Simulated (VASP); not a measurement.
Input:

```xyz
2
Lattice="0.0000 2.7954 2.7954 2.7954 0.0000 2.7954 2.7954 2.7954 0.0000" Properties=species:S:1:pos:R:3 pbc="T T T"
La     0.0000     0.0000     0.0000
O      1.3977     1.3977     1.3977
```

Method: PBEsol GGA, VASP's PBE PAW potentials (set 64) (plane waves; VASP). Run with 520 eV cut-off, Gaussian smearing of 0.050 eV, potentials La O.

**Question.** Estimate the band gap (along the path) with the smallest direct gap where there is one.

**Answer.** 
band gap (along the path): none (metal, semimetal or under 0.01 eV)

The absolute energy has meaning only against runs of the same code, potentials and settings.

The structure was generated: LaO was put into the zinc blende type (F-43m), which need not be its known phase. It was relaxed first, which changed the volume by -30 %. The electron count is odd and the run is not spin-polarised, which forces a metal.
